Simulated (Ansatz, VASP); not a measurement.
GaIr: VASP beside Ansatz

```
Ga Ir
1.0
     3.00400    0.00000    0.00000
     0.00000    3.00400    0.00000
     0.00000    0.00000    3.00400
Ga Ir
1 1
Cartesian
  0.0000 0.0000 0.0000
  1.5020 1.5020 1.5020
```

Alike in both runs: task single point; functional LDA; k mesh 16 × 16 × 16; occupations gaussian, width 0.15 eV; no spin polarisation.

|  | VASP | Ansatz |
| --- | --- | --- |
| version | VASP 6.6.1 | Ansatz 0.2.0 |
| potentials or method | VASP PAW LDA potentials, release 64 (Ga_d, Ir) | scalar-relativistic, plane waves, PAW |
| plane-wave cutoff (eV) | 520 | 420 |
| valence electrons in the cell | 22 | 30 |

```csv
,VASP,Ansatz,Ansatz less VASP
gap on the k mesh at the Fermi level (eV),none,none,-
pressure (GPa),-0.1,-1.4,-1.37
```

A gap of «none» marks a metal or a gap that the smearing closes. The two sets of potentials don't hold the same shells in valence.

Spin-orbit coupling is left out, which matters for the levels of Ir.
